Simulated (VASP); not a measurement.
```xyz
6
Lattice="4.8919 0.0000 0.0000 0.0000 4.8919 0.0000 0.0000 0.0000 3.2235" Properties=species:S:1:pos:R:3 pbc="T T T"
Zn     0.0000     0.0000     0.0000
Zn     2.4459     2.4459     1.6118
F      1.4923     1.4923     0.0000
F      3.9383     0.9536     1.6118
F      0.9536     3.9383     1.6118
F      3.3996     3.3996     0.0000
```

The numbers are results of RPBE GGA, VASP's PBE PAW potentials (set 64) (plane waves; VASP), not measurements. Numerical set-up: 520 eV cut-off, 5×5×8 Γ-centred mesh, tetrahedra with Blöchl corrections, potentials Zn F.

The cores are frozen, which limits the accuracy of field gradients.

Give the principal components of the electric field gradient (V/Å²) and the asymmetry η at each nucleus.

| atom | Vxx | Vyy | Vzz | η |
|---|---|---|---|---|
| Zn1 | 14.0 | 2.3 | -16.2 | 0.72 |
| Zn2 | 14.0 | 2.3 | -16.2 | 0.72 |
| F3 | 65.9 | 29.0 | -94.9 | 0.39 |
| F4 | 65.9 | 29.0 | -94.9 | 0.39 |
| F5 | 65.9 | 29.0 | -94.9 | 0.39 |
| F6 | 65.9 | 29.0 | -94.9 | 0.39 |

The compound is ZnF2 in the rutile structure. It was relaxed first, which changed the volume by +12 %.
